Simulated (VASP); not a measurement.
Given:

```xyz
2
Lattice="1.8617 -3.2245 0.0000 1.8617 3.2245 0.0000 0.0000 0.0000 5.7629" Properties=species:S:1:pos:R:3 pbc="T T T"
Gd     1.8617     1.0748     1.4407
Gd     1.8617    -1.0748     4.3222
```

These are RPBE GGA, VASP's PBE PAW potentials (set 64) (plane waves; VASP) values and carry that method's errors. Run with 520 eV cut-off, Gaussian smearing of 0.050 eV, potentials Gd_3.

The 4f electrons are frozen in the core of the lanthanide potential, so 4f levels, which can set the real gap, and their magnetism are missing.

**Question.** Give the energies of bands 7 to 12 at the high-symmetry points, in eV from the Fermi level.

**Answer.** 
```tsv
band	Γ	M	K	A	L	H
7	-4.63	-1.70	-0.86	-3.12	-1.74	-0.50
8	-1.95	-1.30	-0.63	-3.12	-1.74	-0.50
9	1.39	-0.88	-0.63	0.98	0.06	-0.34
10	1.65	0.11	-0.34	0.98	0.06	-0.34
11	1.65	1.32	1.12	1.54	1.65	0.57
12	2.10	1.55	1.12	1.54	1.65	0.57
```

It has no gap at this level: it comes out as a metal or semimetal.

The compound is Gd in the hcp structure. It was relaxed first.
